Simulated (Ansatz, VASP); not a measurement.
**ZnGa39O60 (partly crystallised Ga2O3) in two plane-wave programs**

Wanted: the spread between two codes on one cell, functional and k mesh. Of the first pair: The structure shown is the start of the Ansatz relaxation below; VASP solves that cell, so the two are compared at the walk's first step.

Method: plane waves, with VASP 6.6.1 beside it; single point at LDA, in Ansatz 0.2.0.

## (1) The structure

The cell holds 100 atoms: 39 Ga, 1 Zn and 60 O. Cell: a = 10.071 Å, b = 10.071 Å, c = 10.071 Å, α = 90.0°, β = 90.0°, γ = 90.0°. It derives from Ga2O3 (partly crystallised Ga2O3). As first built, before any earlier steps moved the atoms (in the runner's words): 100 atoms (40 Fe, 60 O) placed at random at 4.44 g/cm^3, melted at 5000 K for 10 ps at fixed volume with the Morse and Coulomb pair potential with partial charges (Pedone, Malavasi, Menziani, Cormack and Segre, J. Phys. Chem. B 110, 11780 (2006)). Quenched from 5000 K to 300 K at 100 K/ps and fixed volume, held 10 ps at zero pressure, then minimised at fixed cell. Then Fe was replaced by Ga and the cell scaled by 1.003 (the potential has no terms for the new elements, so the cell is a start for a DFT relaxation). Nearest the centre at fractional (0.895, 0.961, 0.539): Zn40 at 0.00 Å, O57 at 1.87 Å, O50 at 1.91 Å, O83 at 1.91 Å, O90 at 1.99 Å, O66 at 2.03 Å, O53 at 2.28 Å, Ga8 at 2.86 Å.

## (2) Ansatz: relaxation, LDA

Ansatz runs on its PAW soft_1 files.

The two programs are compared at the cell with which this relaxation starts, whose forces are those of its first step.

input.yaml

```yaml
crystal:
  lattice:
    - [10.07124, 0.0, 0.0]
    - [0.0, 10.07124, 0.0]
    - [0.0, 0.0, 10.07124]
  atoms:
    - { symbol: Ga, position: [0.64097, 0.90602, 0.69452] }
    - { symbol: Ga, position: [0.40062, 0.23719, 0.0297] }
[... 5 atom lines left out ...]
    - { symbol: Ga, position: [0.893, 0.16015, 0.33569] }
    - { symbol: Ga, position: [0.1434, 0.93838, 0.30574] }
[... 4 atom lines left out ...]
    - { symbol: Ga, position: [0.68434, 0.70556, 0.49457] }
[... 4 atom lines left out ...]
    - { symbol: Ga, position: [0.2028, 0.16702, 0.74422] }
[... 1 atom line left out ...]
    - { symbol: Ga, position: [0.67012, 0.2286, 0.64265] }
[... 5 atom lines left out ...]
    - { symbol: Zn, position: [0.89459, 0.96132, 0.53909], spin: 0.6 }
    - { symbol: Ga, position: [0.95772, 0.23876, 0.60158] }
    - { symbol: Ga, position: [0.89646, 0.77918, 0.76138] }
    - { symbol: Ga, position: [0.15124, 0.90538, 0.68326] }
    - { symbol: Ga, position: [0.92461, 0.08869, 0.84319] }
[... 7 atom lines left out ...]
    - { symbol: Ga, position: [0.14567, 0.34077, 0.9564] }
    - { symbol: Ga, position: [0.65288, 0.93278, 0.31383] }
    - { symbol: O, position: [0.72432, 0.11178, 0.27137] }
[... 1 atom line left out ...]
    - { symbol: O, position: [0.83037, 0.2366, 0.77153] }
    - { symbol: O, position: [0.57337, 0.74426, 0.33458] }
[... 5 atom lines left out ...]
    - { symbol: O, position: [0.99536, 0.81088, 0.59626], spin: 0.6 }
[... 1 atom line left out ...]
    - { symbol: O, position: [0.09969, 0.75218, 0.32799] }
    - { symbol: O, position: [0.03878, 0.07334, 0.67243], spin: 0.6 }
[... 1 atom line left out ...]
    - { symbol: O, position: [0.09133, 0.33712, 0.70515] }
[... 1 atom line left out ...]
    - { symbol: O, position: [0.97818, 0.00215, 0.37842], spin: 0.6 }
    - { symbol: O, position: [0.47879, 0.85393, 0.61411] }
[... 2 atom lines left out ...]
    - { symbol: O, position: [0.0724, 0.54217, 0.51092] }
    - { symbol: O, position: [0.08369, 0.93815, 0.1186] }
[... 1 atom line left out ...]
    - { symbol: O, position: [0.79059, 0.60845, 0.38726] }
[... 1 atom line left out ...]
    - { symbol: O, position: [0.8225, 0.95279, 0.72683], spin: 0.6 }
[... 1 atom line left out ...]
    - { symbol: O, position: [0.22021, 0.71918, 0.69332] }
    - { symbol: O, position: [0.09026, 0.16224, 0.90587] }
    - { symbol: O, position: [0.8148, 0.34246, 0.32922] }
    - { symbol: O, position: [0.06237, 0.86618, 0.8506] }
[... 1 atom line left out ...]
    - { symbol: O, position: [0.8558, 0.41006, 0.59732] }
[... 1 atom line left out ...]
    - { symbol: O, position: [0.58164, 0.29318, 0.49043] }
[... 1 atom line left out ...]
    - { symbol: O, position: [0.77466, 0.82951, 0.18428] }
[... 5 atom lines left out ...]
    - { symbol: O, position: [0.72847, 0.88779, 0.48374], spin: 0.6 }
    - { symbol: O, position: [0.06103, 0.28238, 0.44894] }
[... 1 atom line left out ...]
    - { symbol: O, position: [0.72769, 0.71504, 0.68379] }
[... 2 atom lines left out ...]
    - { symbol: O, position: [0.30775, 0.16725, 0.59544] }
    - { symbol: O, position: [0.81882, 0.1434, 0.52409], spin: 0.6 }
    - { symbol: O, position: [0.22482, 0.91187, 0.51043] }
    - { symbol: O, position: [0.49517, 0.01752, 0.38577] }
    - { symbol: O, position: [0.97822, 0.61075, 0.80294] }
    - { symbol: O, position: [0.81844, 0.76965, 0.94278] }
    - { symbol: O, position: [0.99464, 0.2174, 0.19101] }
    - { symbol: O, position: [0.56524, 0.0809, 0.68904] }
[... 1 atom line left out ...]
    - { symbol: O, position: [0.23712, 0.10207, 0.29622] }
[... 1 atom line left out ...]
    - { symbol: O, position: [0.97524, 0.41053, 0.96812] }
magnetization:
  spin_polarized: true
kpoints:
  mp_grid: { grid: [1, 1, 1] }
hamiltonian:
  xc: lda
  pseudopotentials: { kind: paw, azcp: { folder: soft_1 }, xc_functional: pbe }
scf:
  occupations: { method: fermi_dirac, width: 0.025 }
  lower_state_search: "off"
output:
  forces: true
  eigenvalues: true
relax:
  f_tol: 0.05
  max_steps: 90
```

Launch:

```sh
$ ansatz run input.yaml --threads 4 --pin off --max-ram 8192MiB --backend cpu --events-out ev --progress --plain --runs-dir out
```

Numbers of over 12 decimals in the logs are rounded to 6 here.

The program printed:

```text
Engine: ansatz 0.2.0, x86_64-unknown-linux-gnu
Pseudopotentials: kind: paw
Pseudopotential: Ga, paw, valence charge 13, recommended cutoff 420 eV (normal), soft_1/Ga.paw.azcp
Pseudopotential: Zn, paw, valence charge 12, recommended cutoff 420 eV (normal), soft_1/Zn.paw.azcp
Pseudopotential: O, paw, valence charge 6, recommended cutoff 420 eV (normal), soft_1/O.paw.azcp
Functional definition: SPW92
  exchange = slater_x
  correlation = pw_c
Crystal: 100 atoms, lattice volume = 1021.525 Å³
Basis set: ecut = 420 eV, 20005 PW (Γ)
Bands: 542, of which v1, the nominal top of the filled ones, is band 440 counted from 1 (439 counted from 0)
Symmetry: 1 space group operations
Space group: P1 (ITA 1), of the structure as read, at distance tolerance 1.0e-4 Å
Magnetic group: BNS 1.1 (UNI 1), of the structure as read, at distance tolerance 1.0e-4 Å
k-points: 1
Non-local potential: Ga, projectors of the file, l = 0: 2, l = 1: 2, l = 2: 3, l = 3: 1
Non-local potential: Zn, projectors of the file, l = 0: 2, l = 1: 2, l = 2: 3, l = 3: 1
Non-local potential: O, projectors of the file, l = 0: 2, l = 1: 2, l = 2: 1
PAW form: soft (Blöchl's): semilocal exchange-correlation on the pseudo side does not see the compensation charge
PAW frozen core: Ga, regenerated for the run's functional, and the local potential with it (the file was generated under x = pbe(κ = 0.804, μ = 0.219515), c = pbe(β = 0.066725))
PAW frozen core: Zn, regenerated for the run's functional, and the local potential with it (the file was generated under x = pbe(κ = 0.804, μ = 0.219515), c = pbe(β = 0.066725))
PAW frozen core: O, regenerated for the run's functional, and the local potential with it (the file was generated under x = pbe(κ = 0.804, μ = 0.219515), c = pbe(β = 0.066725))
PAW one-centre angular grid: Ga, 590 points (default); XC on 64 Gauss nodes
PAW one-centre angular grid: Zn, 590 points (default); XC on 64 Gauss nodes
PAW one-centre angular grid: O, 110 points (default); XC on 64 Gauss nodes
Initial density: superposition of atomic densities (chi_scale 0.1, normalization cell, long waves kept (reshape's long-wave potential 0.16 eV rms))
Starting moments: Σ|m| = 4.2 μB on 7 of 100 sites
Initial wavefunctions: pseudopotential atomic-orbital guess
Functional: x = slater, c = lda
SCF iter   1: F=—  HF=-181186.751440 eV  |F-HF|=—  |Δ(HF+E_count)|=         —  Δρ=6.04e-2 (↑5.78e-2 ↓6.04e-2)  dr2=6.22e1  dr2_m=1.54e0  M=0.928 μB ∫|m|=1.508 μB  β_m=0.30  ethr=3.10e-3  ⟨swp⟩=6.0  Hψ=3932  notcnv=0  defer=1
preconditioner: auto → Resta (q_TF=auto, 2.661 Å⁻¹)  ε∞=4.4  [insulator: Δε(μ)=0.056 eV  Ē_g=18.771 eV  σ=0.025 eV  W_gap=0.51  n_scr=340 (ndim 8)  ℏωp=34.4 eV  f_vac=0.010  D(μ)=16.31/eV (n_scr^D=80)  ε∞_Penn≈4.4]
spin=Collinear: Resta preconditioning applied to the charge; magnetization (m = ρ↑ − ρ↓) channel mixes plain (no charge-response kernel on spin).
SCF iter   2: F=—  HF=-181175.413590 eV  |F-HF|=—  |Δ(HF+E_count)|=    1.13e1  Δρ=3.94e-2 (↑3.87e-2 ↓3.94e-2)  dr2=2.80e1  dr2_m=6.45e-1  M=1.000 μB ∫|m|=1.472 μB  β_m=0.30  ethr=3.10e-3  ⟨swp⟩=3.0  Hψ=2023  notcnv=0  defer=190
SCF iter   3: F=—  HF=-181165.766767 eV  |F-HF|=—  |Δ(HF+E_count)|=    9.65e0  Δρ=2.20e-2 (↑1.19e-2 ↓2.20e-2)  dr2=9.62e0  dr2_m=1.08e0  M=0.555 μB ∫|m|=1.114 μB  β_m=0.30  ethr=3.10e-3  ⟨swp⟩=3.0  Hψ=1674  notcnv=0  defer=190
SCF iter   4: F=—  HF=-181164.772406 eV  |F-HF|=—  |Δ(HF+E_count)|=   9.94e-1  Δρ=8.09e-3 (↑7.87e-3 ↓8.09e-3)  dr2=1.34e0  dr2_m=1.75e-1  M=1.000 μB ∫|m|=1.310 μB  β_m=0.30  ethr=1.09e-3  ⟨swp⟩=3.0  Hψ=1273  notcnv=0  defer=188
SCF iter   5: F=—  HF=-181164.271337 eV  |F-HF|=—  |Δ(HF+E_count)|=   5.01e-1  Δρ=4.50e-3 (↑4.33e-3 ↓4.50e-3)  dr2=3.18e-1  dr2_m=9.46e-2  M=1.000 μB ∫|m|=1.254 μB  β_m=0.30  ethr=1.52e-4  ⟨swp⟩=2.0  Hψ=1887  notcnv=0  defer=188
SCF iter   6: F=—  HF=-181164.345912 eV  |F-HF|=—  |Δ(HF+E_count)|=   7.46e-2  Δρ=3.29e-3 (↑3.29e-3 ↓3.29e-3)  dr2=1.21e-1  dr2_m=5.14e-2  M=0.999 μB ∫|m|=1.214 μB  β_m=0.30  ethr=3.62e-5  ⟨swp⟩=2.0  Hψ=1674  notcnv=0  defer=188
SCF iter   7: F=—  HF=-181164.411615 eV  |F-HF|=—  |Δ(HF+E_count)|=   6.57e-2  Δρ=3.75e-3 (↑2.07e-3 ↓3.75e-3)  dr2=1.26e-1  dr2_m=5.89e-2  M=0.995 μB ∫|m|=1.183 μB  β_m=0.30  ethr=1.37e-5  ⟨swp⟩=3.0  Hψ=1687  notcnv=0  defer=188
SCF iter   8: F=—  HF=-181164.421778 eV  |F-HF|=—  |Δ(HF+E_count)|=   1.02e-2  Δρ=2.65e-3 (↑1.56e-3 ↓2.65e-3)  dr2=1.23e-1  dr2_m=2.34e-2  M=0.999 μB ∫|m|=1.178 μB  β_m=0.30  ethr=1.37e-5  ⟨swp⟩=2.0  Hψ=1674  notcnv=0  defer=188
SCF iter   9: F=—  HF=-181164.417439 eV  |F-HF|=—  |Δ(HF+E_count)|=   4.34e-3  Δρ=1.19e-3 (↑1.19e-3 ↓1.19e-3)  dr2=1.95e-2  dr2_m=9.90e-3  M=0.998 μB ∫|m|=1.155 μB  β_m=0.30  ethr=1.37e-5  ⟨swp⟩=1.5  Hψ=1249  notcnv=0  defer=188
Mixer restart at iter 9: flushing history
[...]
--- Relaxed structure (15 steps of the walk, 12 accepted, 0 SCFs on fresh bases) ---
  F+E_penalty+E_count = -181164.68710213 eV   max|allowed force component| = 4.623e-2 eV/Å
  atoms:
    - { symbol: Ga, position: [0.647792, 0.907026, 0.691553] }
    - { symbol: Ga, position: [0.400039, 0.237037, 0.027893] }
    - { symbol: Ga, position: [0.404192, 0.629985, 0.998268] }
    - { symbol: Ga, position: [0.910462, 0.475332, 0.428797] }
    - { symbol: Ga, position: [0.397242, 0.693213, 0.638889] }
    - { symbol: Ga, position: [0.409406, 0.017823, 0.544415] }
    - { symbol: Ga, position: [0.182471, 0.392555, 0.537874] }
    - { symbol: Ga, position: [0.891923, 0.158872, 0.336555] }
    - { symbol: Ga, position: [0.141546, 0.941912, 0.299136] }
    - { symbol: Ga, position: [0.465367, 0.033594, 0.857006] }
    - { symbol: Ga, position: [0.147828, 0.264516, 0.275026] }
    - { symbol: Ga, position: [0.886427, 0.596826, 0.981268] }
    - { symbol: Ga, position: [0.642971, 0.357460, 0.933823] }
    - { symbol: Ga, position: [0.681047, 0.705876, 0.493851] }
    - { symbol: Ga, position: [0.386345, 0.730860, 0.309694] }
    - { symbol: Ga, position: [0.462592, 0.433485, 0.484432] }
    - { symbol: Ga, position: [0.692920, 0.110530, 0.078948] }
    - { symbol: Ga, position: [0.893950, 0.373155, 0.149571] }
    - { symbol: Ga, position: [0.199009, 0.166613, 0.751188] }
    - { symbol: Ga, position: [0.919071, 0.874648, 0.078824] }
    - { symbol: Ga, position: [0.674367, 0.230621, 0.637519] }
    - { symbol: Ga, position: [0.118549, 0.620663, 0.206474] }
    - { symbol: Ga, position: [0.637368, 0.557013, 0.735088] }
    - { symbol: Ga, position: [0.672812, 0.613419, 0.230721] }
[...]
- { symbol: Zn, position: [0.895576, 0.954166, 0.530885] }
[...]
- { symbol: Ga, position: [0.650344, 0.828960, 0.027993] }
    - { symbol: Ga, position: [0.385543, 0.431583, 0.801775] }
    - { symbol: Ga, position: [0.148690, 0.675785, 0.873269] }
    - { symbol: Ga, position: [0.400231, 0.043874, 0.226794] }
    - { symbol: Ga, position: [0.386090, 0.421802, 0.213920] }
    - { symbol: Ga, position: [0.633380, 0.284139, 0.310277] }
    - { symbol: Ga, position: [0.144144, 0.343176, 0.957320] }
    - { symbol: Ga, position: [0.652665, 0.932798, 0.314290] }
    - { symbol: O, position: [0.723129, 0.112566, 0.271107] }
    - { symbol: O, position: [0.474066, 0.425542, 0.00239561] }
    - { symbol: O, position: [0.829492, 0.235266, 0.773571] }
    - { symbol: O, position: [0.569474, 0.742532, 0.332233] }
    - { symbol: O, position: [0.802173, 0.537005, 0.129664] }
    - { symbol: O, position: [0.564736, 0.675215, 0.076139] }
    - { symbol: O, position: [0.238398, 0.510597, 0.904763] }
    - { symbol: O, position: [0.321069, 0.668265, 0.466860] }
    - { symbol: O, position: [0.551071, 0.468337, 0.294064] }
    - { symbol: O, position: [1.004235, 0.807298, 0.598431] }
    - { symbol: O, position: [0.553519, 0.581205, 0.563722] }
    - { symbol: O, position: [0.102747, 0.752503, 0.331584] }
    - { symbol: O, position: [0.043798, 0.075347, 0.679610] }
    - { symbol: O, position: [0.755682, 0.497769, 0.865989] }
    - { symbol: O, position: [0.089066, 0.336103, 0.705191] }
    - { symbol: O, position: [0.337202, 0.444672, 0.624821] }
    - { symbol: O, position: [0.979219, 0.00173068, 0.367826] }
    - { symbol: O, position: [0.483092, 0.852117, 0.617603] }
    - { symbol: O, position: [0.837882, 0.029233, 0.999944] }
    - { symbol: O, position: [0.316598, 0.597790, 0.183126] }
    - { symbol: O, position: [0.068368, 0.534608, 0.511262] }
    - { symbol: O, position: [0.084085, 0.935755, 0.115492] }
    - { symbol: O, position: [0.734606, 0.291681, 0.077098] }
    - { symbol: O, position: [0.788678, 0.608373, 0.387819] }
[...]
- { symbol: O, position: [0.978547, 0.610454, 0.803302] }
    - { symbol: O, position: [0.820933, 0.770322, 0.944955] }
    - { symbol: O, position: [0.990448, 0.217695, 0.188562] }
    - { symbol: O, position: [0.559780, 0.081215, 0.681079] }
    - { symbol: O, position: [0.305198, 0.387680, 0.380323] }
    - { symbol: O, position: [0.235181, 0.106237, 0.290711] }
    - { symbol: O, position: [0.315497, 0.270530, 0.859895] }
    - { symbol: O, position: [0.973508, 0.410926, 0.967928] }
```

(Continued in part 2 of 3.)

[Lines on the potential files, build, host, timing and source positions are cut from VASP's logs without a mark.]

[Logs are printed without paths, hosts, clocks, repeated set-up lines and the standing remarks that a program may print on its own settings, such as how far it seeks lower states.]

[Hosts, paths, dates, database ids (printed as entryN), source tags and the programs' standing remarks are cut or masked in the printed files.]
